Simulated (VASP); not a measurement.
Cu:

```
Cu
1.0
     0.00000    1.80750    1.80750
     1.80750    0.00000    1.80750
     1.80750    1.80750    0.00000
Cu
1
Direct
  0.00000 0.00000 0.00000
```

| Item | Value |
| --- | --- |
| Program | VASP 6.6.1 |
| Task | relaxation of cell and atoms |
| Functional | PBEsol |
| Potentials or basis | VASP PAW PBE potentials, release 64 (Cu) |
| Cutoff | 600 eV |
| k mesh | 18 × 18 × 18 |
| Occupations | methfessel-paxton, width 0.1 eV |
| Spin | no spin polarisation |

At the start: pressure -5.6 GPa; volume 11.81 Å³/atom.

Task: How do energy, volume and symmetry change on relaxing?

Result: Over 3 steps the energy falls by 8.0 meV/atom and the volume is 11.37 Å³/atom (-3.7 %); space group Fm-3m (No. 225, to 0.05 Å).

Step by step:
| step | energy change (eV) | largest force (eV/Å) | pressure (GPa) | volume (Å³) |
| --- | --- | --- | --- | --- |
| 1 | 0.0000 | 0.0000 | -5.61 | 11.81 |
| 2 | -0.0049 | 0.0000 | 3.95 | 11.12 |
| 3 | -0.0080 | 0.0000 | 0.03 | 11.37 |

Final structure:
```
Cu
1.0
     0.00000    1.78486    1.78486
     1.78486    0.00000    1.78486
     1.78486    1.78486    0.00000
Cu
1
Cartesian
  0.0000 0.0000 0.0000
```

Caveat: the PAW data sets were made with another functional, which shifts forces and pressure a little.
